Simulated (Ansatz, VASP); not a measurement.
# Ag3C: VASP beside Ansatz

File INCAR:

```
SYSTEM = Ag3C
PREC = Accurate ; ENCUT = 520
EDIFF = 1E-7 ; ISMEAR = 0
SIGMA = 0.1 ; LREAL = .FALSE.
LASPH = .TRUE. ; NELM = 60
ALGO = Normal ; ISIF = 2
LWAVE = .FALSE. ; LCHARG = .FALSE.
LDIPOL = .TRUE. ; IDIPOL = 3
DIPOL = 0.5 0.5 0.314 ; GGA = PE
NBANDS = 26
```

Contents of KPOINTS:

```
regular mesh
0
G
  9 9 1
  0 0 0
```

The input POSCAR:

```
Ag3C
1.0
    2.9325072267      0.0000000000      0.0000000000
    0.0000000000      2.9325072267      0.0000000000
    0.0000000000      0.0000000000     21.0648645725
Ag C
3 1
Direct
    0.5000000000      0.5000000000      0.1898896613
    0.0000000000      0.0000000000      0.2863776592
    0.5000000000      0.5000000000      0.3828586006
    1.0000000000      1.0000000000      0.3985244977
```

Input for Ansatz:

```yaml
crystal:
  lattice:
    - [2.9325072267, 0.0, 0.0]
    - [0.0, 2.9325072267, 0.0]
    - [0.0, 0.0, 21.0648645725]
  atoms:
    - { symbol: Ag, position: [0.5, 0.5, 0.1898896613] }
    - { symbol: Ag, position: [0.0, 0.0, 0.2863776592] }
    - { symbol: Ag, position: [0.5, 0.5, 0.3828586006] }
    - { symbol: C, position: [1.0, 1.0, 0.3985244977] }
basis:
  ecutwfc: 420
kpoints:
  mp_grid: { grid: [9, 9, 1] }
hamiltonian:
  xc: pbe
scf:
  occupations: { method: gaussian, width: 0.1 }
output:
  forces: true
  eigenvalues: true
efield:
  axis: 3
  dipole_correction: true
  ramp_width: 0.04
```

Alike in both runs: task single point; functional PBE; k mesh 9 × 9 × 1; occupations gaussian, width 0.1 eV; no spin polarisation.

|  | VASP | Ansatz |
| --- | --- | --- |
| version | VASP 6.6.1 | Ansatz 0.2.0 |
| potentials or method | VASP PAW PBE potentials, release 64 (Ag, C) | scalar-relativistic, plane waves, PAW |
| plane-wave cutoff (eV) | 520 | 420 |
| valence electrons in the cell | 37 | 61 |

|  | VASP | Ansatz | Ansatz less VASP |
| --- | --- | --- | --- |
| gap on the k mesh at the Fermi level (eV) | none | none | - |
| rms of the force components (eV/Å) | 0.265 | 0.268 | +0.0039 |

Atom by atom the forces differ by 0.005 eV/Å (rms over components). A gap of «none» marks a metal or a gap that the smearing closes. The two sets of potentials don't hold the same shells in valence.
